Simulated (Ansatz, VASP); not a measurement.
# Y32Te27Se5 (random rock-salt alloy of YSe and YTe) in two plane-wave programs

Wanted: the spread between two codes on one cell, functional and k mesh. The cell is taken from a series of runs on this material, whose earlier steps may have relaxed, scaled, displaced or heated it; both programs get it as it stands.

Calculated with Ansatz 0.2.0; plane waves, with VASP 6.6.1 beside it; single point at PBE.

## (1) Starting point

The cell holds 64 atoms: 32 Y, 27 Te and 5 Se. Cell: a = 12.042 Å, b = 12.042 Å, c = 12.042 Å, α = 90.0°, β = 90.0°, γ = 90.0°. It derives from YSe (rock-salt), repeated 2×2×2. As first built, before any earlier steps moved the atoms (in the runner's words): rock-salt YSe, 2 x 2 x 2 conventional cells, 27 of 32 Se sites given to Te at random (x = 0.844), lattice by Vegard's rule (a = 6.021 A); every coordinate displaced by a Gaussian of 0.07 A.

Structure file:

```xyz
64
Lattice="12.0422 0.0000 0.0000 0.0000 12.0422 0.0000 0.0000 0.0000 12.0422" Properties=species:S:1:pos:R:3 pbc="T T T"
Y     0.0612   11.8689   12.0172
Y    11.9773    2.8960    2.9104
Y     3.0374    0.2591    3.0463
Y     3.0480    2.9506    0.4059
Y    11.9285   11.8676    6.0329
Y    12.0405    3.1559    8.9760
Y     2.9639    0.2040    8.8949
Y     3.0982    3.0498    5.8891
Y    11.8441    6.3309    0.1892
Y    11.8283    9.1105    3.0350
Y     3.0342    5.8689    2.9593
Y     2.8199    9.0095   12.0243
Y    12.0052    6.1909    6.1540
Y    11.9099    9.1345    8.9415
Y     3.0457    6.1495    8.9983
Y     2.7911    9.0416    5.9992
Y     6.0793    0.0875    0.1810
Y     5.7169    2.9930    2.9129
Y     9.2691   11.6780    2.8564
Y     9.0124    3.1147   11.9692
Y     6.0051   11.9583    6.1789
Y     6.0551    3.0755    8.9003
Y     8.8875    0.1264    8.9099
Y     9.1453    3.0454    6.0100
Y     6.0840    6.1673    0.1863
Y     6.1285    8.9908    2.7526
Y     9.1322    6.0529    2.7448
Y     9.4667    9.0167    0.3301
Y     5.9504    5.9255    6.0740
Y     6.1148    9.0378    8.9124
Y     8.9529    6.1359    9.2967
Y     9.0657    8.8938    6.0083
Te    2.9981   11.9686    0.1161
Te    0.1045   11.9456    3.0945
Te   12.0263    3.1225   12.0084
Te    2.9376    0.0918    5.9286
Te    3.0018    3.1787    9.0071
Te   12.0344    0.0607    9.0312
Te    0.0294    2.9462    5.9482
Te    2.9928    6.1026    0.0733
Te    3.0358    9.1374    2.8934
Te    0.0424    6.0324    3.1737
Te    2.9378    6.0229    5.9974
Te    2.9471    9.1591    8.9171
Te   11.9992    6.0510    9.1646
Te    9.2812    0.0237   11.8566
Te    8.9575    2.8479    3.1296
Te    6.1997   11.9351    3.0428
Te    5.9101    3.0989   11.9914
Te    8.9779   11.8505    5.9304
Te    8.9883    3.1252    9.0401
Te    6.0041    0.0802    9.1534
Te    6.1937    3.0296    5.9072
Te    6.0496    6.0846    3.1364
Te    6.0380    9.0055   11.8764
Te    9.0277    5.9511    5.9084
Te    9.0255    9.1364    9.0243
Te    5.9423    6.0777    9.0960
Te    6.0941    8.9900    5.9110
Se    2.7945    3.0369    3.0226
Se    0.0720    9.0537   11.9897
Se   12.0011    9.0177    5.9983
Se    9.0497    6.2671   11.9460
Se    9.0720    8.7937    3.0765
```

## (2) VASP: single point, PBE

With cell and atoms fixed, the geometry can't cause a difference; cores, projectors, grids and the points listed under the comparison can.

Lines of VASP's logs that name or quote its potential files are left out, and so is its time.

Contents of INCAR:

```
SYSTEM = Y32Te27Se5
PREC = Accurate
ENCUT = 400
EDIFF = 1E-05
NELM = 100
ISMEAR = -1
SIGMA = 0.025
LREAL = Auto
ALGO = Fast
GGA = PE
LORBIT = 11
LWAVE = .FALSE.
LCHARG = .FALSE.
NCORE = 8
ISIF = 2
```

Contents of POSCAR:

```
Y32Te27Se5
1.0
   12.0422000000      0.0000000000      0.0000000000
    0.0000000000     12.0422000000      0.0000000000
    0.0000000000      0.0000000000     12.0422000000
Y Te Se
32 27 5
Direct
    0.0050800000      0.9856100000      0.9979200000
    0.9946100000      0.2404900000      0.2416800000
    0.2522300000      0.0215200000      0.2529700000
    0.2531100000      0.2450200000      0.0337100000
    0.9905600000      0.9855000000      0.5009800000
    0.9998600000      0.2620700000      0.7453800000
    0.2461300000      0.0169400000      0.7386400000
    0.2572800000      0.2532600000      0.4890400000
    0.9835500000      0.5257300000      0.0157100000
    0.9822400000      0.7565500000      0.2520300000
    0.2519600000      0.4873600000      0.2457400000
    0.2341700000      0.7481600000      0.9985100000
    0.9969300000      0.5141000000      0.5110400000
    0.9890100000      0.7585400000      0.7425100000
    0.2529200000      0.5106600000      0.7472300000
    0.2317800000      0.7508300000      0.4981800000
    0.5048300000      0.0072700000      0.0150300000
    0.4747400000      0.2485400000      0.2418900000
    0.7697200000      0.9697600000      0.2372000000
    0.7484000000      0.2586500000      0.9939400000
    0.4986700000      0.9930300000      0.5131000000
    0.5028200000      0.2553900000      0.7390900000
    0.7380300000      0.0105000000      0.7398900000
    0.7594400000      0.2528900000      0.4990800000
    0.5052200000      0.5121400000      0.0154700000
    0.5089200000      0.7466100000      0.2285800000
    0.7583500000      0.5026400000      0.2279300000
    0.7861300000      0.7487600000      0.0274100000
    0.4941300000      0.4920600000      0.5043900000
    0.5077800000      0.7505100000      0.7401000000
    0.7434600000      0.5095300000      0.7720100000
    0.7528300000      0.7385500000      0.4989400000
    0.2489700000      0.9938900000      0.0096400000
    0.0086800000      0.9919800000      0.2569700000
    0.9986800000      0.2593000000      0.9971900000
    0.2439400000      0.0076200000      0.4923200000
    0.2492700000      0.2639600000      0.7479600000
    0.9993500000      0.0050400000      0.7499600000
    0.0024400000      0.2446600000      0.4939500000
    0.2485300000      0.5067700000      0.0060900000
    0.2521000000      0.7587800000      0.2402700000
    0.0035200000      0.5009400000      0.2635500000
    0.2439600000      0.5001500000      0.4980300000
    0.2447300000      0.7605800000      0.7404900000
    0.9964300000      0.5024800000      0.7610400000
    0.7707200000      0.0019700000      0.9845900000
    0.7438400000      0.2364900000      0.2598900000
    0.5148300000      0.9911100000      0.2526800000
    0.4907800000      0.2573400000      0.9957800000
    0.7455400000      0.9840800000      0.4924700000
    0.7464000000      0.2595200000      0.7507000000
    0.4985900000      0.0066600000      0.7601100000
    0.5143300000      0.2515800000      0.4905400000
    0.5023700000      0.5052700000      0.2604500000
    0.5014000000      0.7478300000      0.9862300000
    0.7496700000      0.4941900000      0.4906400000
    0.7494900000      0.7587000000      0.7493900000
    0.4934600000      0.5047000000      0.7553400000
    0.5060600000      0.7465400000      0.4908600000
    0.2320600000      0.2521900000      0.2510000000
    0.0059800000      0.7518300000      0.9956400000
    0.9965900000      0.7488400000      0.4981100000
    0.7515000000      0.5204300000      0.9920100000
    0.7533500000      0.7302400000      0.2554800000
```

Contents of KPOINTS:

```
Automatic mesh
0
Gamma
1 1 1
0 0 0
```

The projector-augmented-wave data sets are Y_sv, Te and Se (PBE family, release 64).

Launch:

```sh
$ mpirun -np 8 vasp_gam
```

Numbers of over 12 decimals in the logs are rounded to 6 here.

Output:

```text
[banner, memory and clock lines left out]
running    8 mpi-ranks, on    1 nodes
[...]
|                                                                             |
|           W    W    AA    RRRRR   N    N  II  N    N   GGGG   !!!           |
|           W    W   A  A   R    R  NN   N  II  NN   N  G    G  !!!           |
|           W    W  A    A  R    R  N N  N  II  N N  N  G       !!!           |
|           W WW W  AAAAAA  RRRRR   N  N N  II  N  N N  G  GGG   !            |
|           WW  WW  A    A  R   R   N   NN  II  N   NN  G    G                |
|           W    W  A    A  R    R  N    N  II  N    N   GGGG   !!!           |
|                                                                             |
|     For optimal performance we recommend to set                             |
|       NCORE = 2 up to number-of-cores-per-socket                            |
|     NCORE specifies how many cores store one orbital (NPAR=cpu/NCORE).      |
|     This setting can greatly improve the performance of VASP for DFT.       |
[...]
DAV:   4    -0.404822633144E+03   -0.49087E+02   -0.48715E+02  1032   0.267E+01
[...]
RMM:  16    -0.391431229174E+03   -0.82800E-03   -0.92365E-03  1271   0.670E-02    0.650E-02
RMM:  17    -0.391431792126E+03   -0.56295E-03   -0.59050E-03  1231   0.458E-02    0.397E-02
RMM:  18    -0.391432125594E+03   -0.33347E-03   -0.33994E-03  1132   0.310E-02    0.189E-02
WARNING in EDDRMM: call to ZHEGV failed, returncode =   8  4     36
WARNING in EDDRMM: call to ZHEGV failed, returncode =   8  4    117
WARNING in EDDRMM: call to ZHEGV failed, returncode =   8  4    125
RMM:  19    -0.391432356214E+03   -0.23062E-03   -0.24098E-03  1070   0.225E-02    0.117E-02
RMM:  20    -0.391432510720E+03   -0.15451E-03   -0.15793E-03   911   0.169E-02    0.103E-02
RMM:  21    -0.391432625648E+03   -0.11493E-03   -0.12071E-03   722   0.131E-02    0.682E-03
RMM:  22    -0.391432711797E+03   -0.86149E-04   -0.90161E-04   711   0.112E-02    0.583E-03
[...]
RMM:  31    -0.391432993947E+03   -0.11458E-04   -0.13004E-04   509   0.639E-03    0.648E-03
RMM:  32    -0.391433002938E+03   -0.89904E-05   -0.10319E-04   474   0.612E-03    0.691E-03
RMM:  33    -0.391433010464E+03   -0.75263E-05   -0.89255E-05   500   0.612E-03
   1 F= -.39143301E+03 E0= -.39138922E+03  d E =-.875756E-01
```

Parts of OUTCAR (step 2):

```text
  Total       45.0707555     34.8361343     60.5271720      0.2937133     -1.1047376     -0.3605768
  in kB       41.3511806     31.9611967     55.5320183      0.2694739     -1.0135665     -0.3308193
  external PRESSURE =      42.9481318 kB  Pullay stress =       0.0000000 kB

 POSITION                                       TOTAL-FORCE (eV/Angst)
 -----------------------------------------------------------------------------------
      0.06117     11.86891     12.01715         0.385231      0.100105      0.668449
     11.97729      2.89603      2.91036        -0.155472      0.259727      0.315380
      3.03740      0.25915      3.04632         0.884177      0.021025     -0.581511
      3.04800      2.95058      0.40594        -0.338270      0.206905     -1.011331
     11.92852     11.86759      6.03290         0.227362     -0.001330      0.439387
     12.04051      3.15590      8.97602        -0.462649     -0.696070     -0.231053
      2.96395      0.20399      8.89485         0.408168     -0.279901      0.273629
      3.09822      3.04981      5.88912         0.230009      0.125801      0.113128
     11.84411      6.33095      0.18918         0.180303     -0.462317     -0.083039
     11.82833      9.11053      3.03500         0.051312     -0.883928     -0.333645
      3.03415      5.86889      2.95925         0.370203      0.037268      0.289409
      2.81992      9.00949     12.02426         0.485111      0.206059     -0.373338
     12.00523      6.19090      6.15405        -0.107127     -0.315033      0.203044
     11.90986      9.13449      8.94145         0.878925     -0.515739     -0.181858
[...]
5.95041      5.92548      6.07397        -0.071336      0.504602      0.587466
[... the rest is left out ...]

[... 3 further parts left out ...]
[key lines of the parts left out:]
E-fermi :   7.3561
```

The run ends at a pressure of 4.29 GPa, with forces up to 1.8 eV/Å.

[end of part 1 of 2]

[Lines on the potential files, build, host, timing and source positions are cut from VASP's logs without a mark.]

[Logs are printed without paths, hosts, clocks, repeated set-up lines and the standing remarks that a program may print on its own settings, such as how far it seeks lower states.]

[Hosts, paths, dates, database ids (printed as entryN), source tags and the programs' standing remarks are cut or masked in the printed files.]
